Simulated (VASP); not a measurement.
Cd4TeO3:

```
CELL_PARAMETERS angstrom
3.30308 0.00000 0.00000
0.00000 3.30308 0.00000
0.00000 0.00000 13.47995
ATOMIC_POSITIONS crystal
Cd 0.00000 0.00000 0.85752
Cd 0.00000 0.00000 0.14248
Cd 0.00000 0.00000 0.38098
Cd 0.00000 0.00000 0.61902
Te 0.50000 0.50000 0.00000
O 0.50000 0.50000 0.26272
O 0.50000 0.50000 0.50000
O 0.50000 0.50000 0.73728
```

The cell was built by a generator and needn't be a form met in nature.

```yaml
Program: VASP 6.6.1
Task: relaxation of cell and atoms
Functional: PBE
Potentials_or_basis: VASP PAW PBE potentials, release 64 (Cd, Te, O)
Cutoff: 520 eV
k_mesh: 4 × 4 × 1
Occupations: gaussian, width 0.15 eV
Spin: no spin polarisation
```

At the start: pressure -8.2 GPa; volume 18.38 Å³/atom.

How do energy, volume and symmetry change on relaxing?

Over 15 steps the energy falls by 305.7 meV/atom and the volume is 16.43 Å³/atom (-10.6 %); space group P4/mmm (No. 123, to 0.05 Å).

Step by step:
```
step  energy change (eV)  largest force (eV/Å)  pressure (GPa)  volume (Å³)
   1              0.0000                2.5385           -8.19       147.07
   2             -1.2147                2.2342            0.16       127.94
   3             -1.3032                2.0371            5.25       121.92
   4             -1.8890                1.0773            3.55       123.67
   5             -2.1839                1.3654            3.90       126.13
   6             -2.1953                1.2485            3.69       125.72
   7             -2.3430                0.3695           -3.08       135.01
   8             -2.3566                0.5497           -1.93       132.82
   9             -2.4120                0.2498           -0.37       130.72
  10             -2.4127                0.2602           -0.06       130.49
  11             -2.4234                0.1769            0.32       130.13
  12             -2.4300                0.1914            0.80       129.60
  13             -2.4366                0.1568            0.35       130.30
  14             -2.4408                0.1191           -0.55       131.62
  15             -2.4458                0.0781           -0.46       131.41
```

Final structure:
```
CELL_PARAMETERS angstrom
3.08635 0.00000 0.00000
0.00000 3.08635 0.00000
0.00000 0.00000 13.79577
ATOMIC_POSITIONS crystal
Cd 0.00000 0.00000 0.81145
Cd 0.00000 0.00000 0.18855
Cd 0.00000 0.00000 0.39646
Cd 0.00000 0.00000 0.60354
Te 0.50000 0.50000 0.00000
O 0.50000 0.50000 0.27213
O 0.50000 0.50000 0.50000
O 0.50000 0.50000 0.72787
```

Caveat: the k mesh is coarse (spacing up to 0.48 Å⁻¹), so the values aren't converged.
